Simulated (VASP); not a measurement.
Computed with PBE GGA, VASP's PBE PAW potentials (set 64) (plane waves; VASP).

VASP ran on this input.

### POSCAR
```
Gd
1
    1.8150000000    -3.1436720000     0.0000000000
    1.8150000000     3.1436720000     0.0000000000
    0.0000000000     0.0000000000     5.7800000000
Gd
2
Direct
  0.3333330000   0.6666670000   0.2500000000
  0.6666670000   0.3333330000   0.7500000000
```

### INCAR
```
# general
SYSTEM  = Gd
PREC    = Accurate
ENCUT   = 520
LREAL   = .FALSE.   # projection in real space or not
LASPH   = .TRUE.   # aspherical one-centre terms

# electronic loop
EDIFF   = 1E-6
NELM    = 100
ALGO    = Normal
LMAXMIX = 6

# smearing
ISMEAR  = 1   # Methfessel-Paxton
SIGMA   = 0.1   # width (eV)

# functional
GGA     = PE

# ions
IBRION  = 2
NSW     = 60
ISIF    = 3
EDIFFG  = -0.01   # ionic stop

# output
LWAVE   = .FALSE.
LCHARG  = .FALSE.
```

### KPOINTS
```
Automatic mesh
0
gamma
 10 10 6
```

POTCAR, in this order: Gd_3 (PBE.64 set). Program: vasp_std.

Problem. What will the output report for the number of irreducible k-points (NKPTS), largest plane-wave count, number of space-group operations, FFT grid (NGX, NGY, NGZ)?

Solution. 
```
Quantity                                      Result
--------------------------------------  ------------
number of irreducible k-points (NKPTS)            56
largest plane-wave count                        1798
number of space-group operations                  24
FFT grid (NGX, NGY, NGZ)                28 × 28 × 48
```

The compound is Gd in the hcp structure. This run relaxes it. Symmetry was kept, so distortions that lower it aren't found. The 4f electrons are frozen in the core of the lanthanide potential, so 4f levels, which can set the real gap, and their magnetism are missing.
